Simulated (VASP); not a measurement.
Shape and ions are relaxed at each volume.

Input:

```xyz
4
Lattice="2.1740 -3.7654 0.0000 2.1740 3.7654 0.0000 0.0000 0.0000 7.0877" Properties=species:S:1:pos:R:3 pbc="T T T"
Cd     2.1740    -1.2551     3.5437
Cd     2.1740     1.2551     7.0876
Se     2.1740    -1.2551     6.2090
Se     2.1740     1.2551     2.6651
```

Computed with r2SCAN meta-GGA, VASP's PBE PAW potentials (set 64) (plane waves; VASP). Numerical set-up: 520 eV cut-off, 6×6×3 Γ-centred mesh, Gaussian smearing of 0.050 eV, potentials Cd Se.

**Question.** Give the energy at these volumes per atom, relative to the lowest: 27.27, 28.14, 29.01, 29.88, 30.75 Å³.

**Answer.** 18.7, 4.4, 0.0, 4.0, 15.1 meV/atom. A third-order Birch-Murnaghan fit gives B0 = 51.4 GPa and B0′ = 4.5.

Measured: bulk modulus 53.4 GPa (computed value off by -3.7 %), as given by Michael Grünwald et al., The Journal of Chemical Physics (2012), arXiv:1201.2992. The calculation is for a static lattice, while the measured bulk modulus holds thermal and zero-point effects, which are part of the difference.

The compound is CdSe in the wurtzite structure. It was relaxed first.
